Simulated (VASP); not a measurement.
Input of a VASP 6.6.1 run:

Contents of INCAR:

```
PREC = Accurate
ENCUT = 520
EDIFF = 1E-7
ISMEAR = 0
SIGMA = 0.1
LREAL = False
LASPH = True
NELM = 80
ALGO = Fast
ISIF = 2
LWAVE = False
LCHARG = False
GGA = PE
NBANDS = 16
```

File KPOINTS:

```
regular mesh
0
Gamma
  6 6 6
```

Contents of POSCAR:

```
RbPd
1.0
    0.0000000000      3.3158537805      3.3158537805
    3.3158537805      0.0000000000      3.3158537805
    3.3158537805      3.3158537805      0.0000000000
Rb Pd
1 1
Direct
    0.5000000000      0.5000000000      0.5000000000
    0.0000000000      0.0000000000      0.0000000000
```

Potentials or basis: VASP PAW PBE potentials, release 64 (Rb_sv, Pd).

Command:

```bash
$ cat potpaw_PBE.64/Rb_sv/POTCAR potpaw_PBE.64/Pd/POTCAR > POTCAR
$ mpirun -np 1 vasp_std > vasp.out
```

**Question.** Estimate the pressure.

**Answer.** 0.4 GPa.

**Question.** Predict the band gap on the k mesh.

**Answer.** None (metal or under the smearing width).
